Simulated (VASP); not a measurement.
These are revTPSS meta-GGA, VASP's PBE PAW potentials (set 64) (plane waves; VASP) values and carry that method's errors.

Input for VASP

### INCAR
```
SYSTEM = SnSe2
PREC = Accurate
ENCUT = 520
EDIFF = 1E-6
NELM = 100
ALGO = Normal
LREAL = .FALSE.
LASPH = .TRUE.
ISMEAR = 0
SIGMA = 0.05
METAGGA = RTPSS
LMIXTAU = .TRUE.
LMAXMIX = 4
LWAVE = .FALSE.
LCHARG = .FALSE.
IBRION = 2
ISIF = 3
NSW = 60
EDIFFG = -0.02
```

KPOINTS:
```
Automatic mesh
0
Gamma
6 6 3
0 0 0
```

File POSCAR:
```
SnSe2
1.0
  1.9165081878  -3.3194897697   0.0000000000
  1.9165081878   3.3194897697   0.0000000000
  0.0000000000   0.0000000000   6.2366366453
Sn Se
1 2
Direct
  1.0000000000   0.0000000000   0.0000000000
  0.3333330000   0.6666670000   0.2525926707
  0.6666670000   0.3333330000   0.7474073293
```

POTCAR, in this order: Sn_d Se (PBE.64 set). Program: vasp_std.

The run wrote:

File OUTCAR:
```
 ion  position               nearest neighbor table
   1  0.000  0.000  0.000-   2 2.72   3 2.72   3 2.72   2 2.72   3 2.72   2 2.72
   2  0.333  0.667  0.253-   1 2.72   1 2.72   1 2.72
   3  0.667  0.333  0.747-   1 2.72   1 2.72   1 2.72
  LATTYP: Found a hexagonal cell.
 ALAT       =     3.8330165621
 C/A-ratio  =     1.6270831457
 Subroutine PRICEL returns:
 Original cell was already a primitive cell.
 Subroutine GETGRP returns: Found 12 space group operations
The static configuration has the point symmetry D_3d.
The dynamic configuration has the point symmetry D_3d.
 Subroutine INISYM returns: Found 12 space group operations
 Subroutine IBZKPT returns following result:
 Found     17 irreducible k-points:

 Following reciprocal coordinates:
            Coordinates               Weight
  0.000000  0.000000  0.000000      1.000000
  0.166667 -0.000000  0.000000      6.000000
  0.333333  0.000000  0.000000      6.000000
  0.500000  0.000000  0.000000      3.000000
  0.166667  0.166667  0.000000      6.000000
  0.333333  0.166667  0.000000     12.000000
  0.333333  0.333333  0.000000      2.000000
...
```

File OSZICAR:
```
...
DAV:   7     0.209352867687E+02    0.23089E+01   -0.32002E+00   652   0.175E+01    0.176E+00
DAV:   8     0.210936283442E+02    0.15834E+00   -0.46618E-01   650   0.105E+01    0.153E+00
DAV:   9     0.209343054518E+02   -0.15932E+00   -0.95998E-01   603   0.103E+01    0.103E+00
DAV:  10     0.209738360515E+02    0.39531E-01   -0.26824E-01   595   0.552E+00    0.494E-01
DAV:  11     0.209763200983E+02    0.24840E-02   -0.28613E-02   652   0.162E+00    0.180E-01
DAV:  12     0.209698627540E+02   -0.64573E-02   -0.10299E-02   586   0.125E+00    0.171E-01
DAV:  13     0.209700371778E+02    0.17442E-03   -0.17040E-03   702   0.475E-01    0.465E-02
DAV:  14     0.209698757490E+02   -0.16143E-03   -0.76363E-04   592   0.285E-01    0.405E-02
DAV:  15     0.209698529931E+02   -0.22756E-04   -0.13001E-04   643   0.128E-01    0.225E-02
DAV:  16     0.209698671284E+02    0.14135E-04   -0.89166E-05   666   0.880E-02    0.536E-03
DAV:  17     0.209698625960E+02   -0.45324E-05   -0.10470E-05   620   0.297E-02    0.752E-03
DAV:  18     0.209698612340E+02   -0.13620E-05   -0.18801E-06   581   0.161E-02    0.379E-03
DAV:  19     0.209698604728E+02   -0.76120E-06   -0.19224E-06   487   0.130E-02
   1 F= 0.20969860E+02 E0= 0.20969860E+02  d E =0.209699E+02
       N       E                     dE             d eps       ncg     rms          rms(c)
DAV:   1     0.209450110499E+02   -0.24850E-01   -0.68011E-01   711   0.118E+01    0.864E-01
DAV:   2     0.209642349067E+02    0.19224E-01   -0.61006E-02   720   0.390E+00    0.402E-01
DAV:   3     0.209676115807E+02    0.33767E-02   -0.12023E-02   643   0.136E+00    0.143E-01
DAV:   4     0.209676217850E+02    0.10204E-04   -0.48409E-03   595   0.831E-01    0.820E-02
DAV:   5     0.209676887583E+02    0.66973E-04   -0.42452E-04   651   0.292E-01    0.495E-02
DAV:   6     0.209677254005E+02    0.36642E-04   -0.80804E-05   810   0.102E-01    0.966E-03
DAV:   7     0.209677228927E+02   -0.25078E-05   -0.31823E-05   634   0.770E-02    0.657E-03
DAV:   8     0.209677188543E+02   -0.40385E-05   -0.79287E-06   587   0.288E-02    0.305E-03
DAV:   9     0.209677164659E+02   -0.23883E-05   -0.39462E-06   625   0.184E-02    0.105E-03
DAV:  10     0.209677156332E+02   -0.83269E-06   -0.30270E-07   377   0.736E-03
   2 F= 0.20967716E+02 E0= 0.20967716E+02  d E =-.214484E-02
       N       E                     dE             d eps       ncg     rms          rms(c)
DAV:   1     0.209664526137E+02   -0.12639E-02   -0.32273E-02   711   0.253E+00    0.190E-01
DAV:   2     0.209673985679E+02    0.94595E-03   -0.29172E-03   719   0.861E-01    0.877E-02
DAV:   3     0.209675451278E+02    0.14656E-03   -0.55011E-04   644   0.300E-01    0.315E-02
DAV:   4     0.209675454639E+02    0.33615E-06   -0.23627E-04   596   0.186E-01    0.183E-02
DAV:   5     0.209675400612E+02   -0.54027E-05   -0.19908E-05   666   0.629E-02    0.108E-02
DAV:   6     0.209675352823E+02   -0.47789E-05   -0.37322E-06   717   0.208E-02    0.201E-03
DAV:   7     0.209675334164E+02   -0.18660E-05   -0.14105E-06   463   0.162E-02    0.140E-03
DAV:   8     0.209675335323E+02    0.11591E-06   -0.39379E-07   303   0.696E-03
   3 F= 0.20967534E+02 E0= 0.20967534E+02  d E =-.232694E-02
       N       E                     dE             d eps       ncg     rms          rms(c)
DAV:   1     0.209632618227E+02   -0.42716E-02   -0.14772E-01   598   0.350E+00    0.350E-01
DAV:   2     0.209660814548E+02    0.28196E-02   -0.82707E-03   660   0.970E-01    0.180E-01
DAV:   3     0.209665914909E+02    0.51004E-03   -0.15234E-03   787   0.490E-01    0.719E-02
DAV:   4     0.209666905522E+02    0.99061E-04   -0.11883E-03   604   0.403E-01    0.293E-02
DAV:   5     0.209666250943E+02   -0.65458E-04   -0.34368E-04   587   0.221E-01    0.136E-02
DAV:   6     0.209666204922E+02   -0.46021E-05   -0.12185E-05   677   0.372E-02    0.453E-03
DAV:   7     0.209666178082E+02   -0.26840E-05   -0.28967E-06   571   0.198E-02    0.213E-03
DAV:   8     0.209666183098E+02    0.50164E-06   -0.18545E-06   520   0.131E-02
   4 F= 0.20966618E+02 E0= 0.20966618E+02  d E =-.915222E-03
       N       E                     dE             d eps       ncg     rms          rms(c)
DAV:   1     0.209655109572E+02   -0.11069E-02   -0.42503E-02   599   0.189E+00    0.188E-01
DAV:   2     0.209663315592E+02    0.82060E-03   -0.23944E-03   659   0.528E-01    0.967E-02
DAV:   3     0.209664784341E+02    0.14687E-03   -0.43934E-04   787   0.266E-01    0.387E-02
DAV:   4     0.209665050068E+02    0.26573E-04   -0.34762E-04   612   0.218E-01    0.159E-02
DAV:   5     0.209664846980E+02   -0.20309E-04   -0.99553E-05   586   0.119E-01    0.730E-03
DAV:   6     0.209664823243E+02   -0.23737E-05   -0.35837E-06   671   0.202E-02    0.243E-03
DAV:   7     0.209664810254E+02   -0.12989E-05   -0.83688E-07   335   0.108E-02    0.107E-03
DAV:   8     0.209664813043E+02    0.27890E-06   -0.49419E-07   322   0.720E-03
   5 F= 0.20966481E+02 E0= 0.20966481E+02  d E =-.105223E-02
       N       E                     dE             d eps       ncg     rms          rms(c)
DAV:   1     0.209656364491E+02   -0.84458E-03   -0.39688E-02   605   0.210E+00    0.145E-01
DAV:   2     0.209660164860E+02    0.38004E-03   -0.26169E-03   702   0.678E-01    0.696E-02
DAV:   3     0.209661125474E+02    0.96061E-04   -0.27566E-04   638   0.204E-01    0.307E-02
DAV:   4     0.209661333292E+02    0.20782E-04   -0.19648E-04   599   0.175E-01    0.139E-02
DAV:   5     0.209661384886E+02    0.51594E-05   -0.31244E-05   597   0.787E-02    0.883E-03
DAV:   6     0.209661425426E+02    0.40541E-05   -0.54062E-06   642   0.313E-02    0.294E-03
DAV:   7     0.209661435834E+02    0.10408E-05   -0.33431E-06   580   0.274E-02    0.139E-03
DAV:   8     0.209661434634E+02   -0.11999E-06   -0.93667E-08   291   0.354E-03
   6 F= 0.20966143E+02 E0= 0.20966143E+02  d E =-.337841E-03
       N       E                     dE             d eps       ncg     rms          rms(c)
DAV:   1     0.209607343661E+02   -0.54092E-02   -0.35642E-01   605   0.631E+00    0.433E-01
DAV:   2     0.209641940755E+02    0.34597E-02   -0.23435E-02   702   0.203E+00    0.209E-01
DAV:   3     0.209650358123E+02    0.84174E-03   -0.24440E-03   638   0.599E-01    0.927E-02
DAV:   4     0.209652115557E+02    0.17574E-03   -0.17616E-03   599   0.526E-01    0.412E-02
DAV:   5     0.209652277864E+02    0.16231E-04   -0.28425E-04   599   0.236E-01    0.261E-02
DAV:   6     0.209652404752E+02    0.12689E-04   -0.47519E-05   644   0.927E-02    0.875E-03
DAV:   7     0.209652412590E+02    0.78382E-06   -0.29159E-05   602   0.810E-02    0.419E-03
DAV:   8     0.209652401585E+02   -0.11005E-05   -0.83876E-07   472   0.102E-02    0.271E-03
DAV:   9     0.209652395083E+02   -0.65018E-06   -0.11540E-06   459   0.916E-03
   7 F= 0.20965240E+02 E0= 0.20965240E+02  d E =-.124180E-02
       N       E                     dE             d eps       ncg     rms          rms(c)
DAV:   1     0.209466405818E+02   -0.18600E-01   -0.14173E+00   597   0.126E+01    0.865E-01
DAV:   2     0.209600901551E+02    0.13450E-01   -0.93070E-02   702   0.401E+00    0.417E-01
DAV:   3     0.209634273266E+02    0.33372E-02   -0.94439E-03   638   0.116E+00    0.188E-01
DAV:   4     0.209641483827E+02    0.72106E-03   -0.70546E-03   607   0.105E+00    0.814E-02
DAV:   5     0.209641827162E+02    0.34334E-04   -0.11633E-03   599   0.474E-01    0.508E-02
DAV:   6     0.209642079265E+02    0.25210E-04   -0.18336E-04   635   0.181E-01    0.176E-02
DAV:   7     0.209642027991E+02   -0.51274E-05   -0.11272E-04   626   0.159E-01    0.847E-03
DAV:   8     0.209641984435E+02   -0.43556E-05   -0.33802E-06   693   0.193E-02    0.556E-03
DAV:   9     0.209641967195E+02   -0.17240E-05   -0.49539E-06   574   0.198E-02    0.183E-03
DAV:  10     0.209641950229E+02   -0.16966E-05   -0.14366E-06   488   0.141E-02    0.952E-04
DAV:  11     0.209641950462E+02    0.23237E-07   -0.12909E-07   295   0.414E-03
   8 F= 0.20964195E+02 E0= 0.20964195E+02  d E =-.228626E-02
```

File OUTCAR:
```
------------------------ aborting loop because EDIFF is reached ----------------------------------------
  FORCE on cell =-STRESS in cart. coord.  units (eV):
  Direction    XX          YY          ZZ          XY          YZ          ZX
  --------------------------------------------------------------------------------------
  Total        0.0083399      0.0083399      0.0314379      0.0000000      0.0000000      0.0000000
  in kB        0.1649048      0.1649049      0.6216243      0.0000000      0.0000000      0.0000000
  external PRESSURE =       0.3171447 kB  Pullay stress =       0.0000000 kB
  volume of cell :       81.03
      direct lattice vectors                 reciprocal lattice vectors
     1.910368083 -3.308854795 -0.000000000     0.261729666 -0.151109683  0.000000000
     1.910368083  3.308854795  0.000000000     0.261729666  0.151109683 -0.000000000
     0.000000000  0.000000000  6.409308491     0.000000000 -0.000000000  0.156023072
 POSITION                                       TOTAL-FORCE (eV/Angst)
 -----------------------------------------------------------------------------------
      3.82074      0.00000      0.00000         0.000000      0.000000      0.000000
      1.91037      1.10295      1.59321        -0.000000     -0.000000     -0.011584
      1.91037     -1.10295      4.81610         0.000000      0.000000      0.011584
 -----------------------------------------------------------------------------------
    total drift:                                0.000000      0.000000      0.000000
  FREE ENERGIE OF THE ION-ELECTRON SYSTEM (eV)
  ---------------------------------------------------
  free  energy   TOTEN  =        20.9641950462 eV

  energy  without entropy=       20.9641950462  energy(sigma->0) =       20.96419505

 reached required accuracy - stopping structural energy minimisation
```
(Selected blocks of OUTCAR.)

CONTCAR:
```
SnSe2
   1.00000000000000
     1.9103680834215326   -3.3088547948543865   -0.0000000000000000
     1.9103680834215326    3.3088547948543865    0.0000000000000000
     0.0000000000000000    0.0000000000000002    6.4093084906845785
  Sn              Se
     1     2
Direct
     1.0000000000000000    1.0000000000000000    0.0000000000000000
     0.3333330000000032    0.6666669999999968    0.2485779320894169
     0.6666669999999968    0.3333330000000032    0.7514220679105830
```

Energy and stress use the plane-wave basis of the starting cell. Without a dispersion term in the relaxation, distances and binding between the weakly bound layers, chains or molecules are unreliable, and so is what depends on them.

The compound is SnSe2 in the 1T layered structure. This run relaxes it. Symmetry was kept, so distortions that lower it aren't found. The start is the result of an earlier pass.
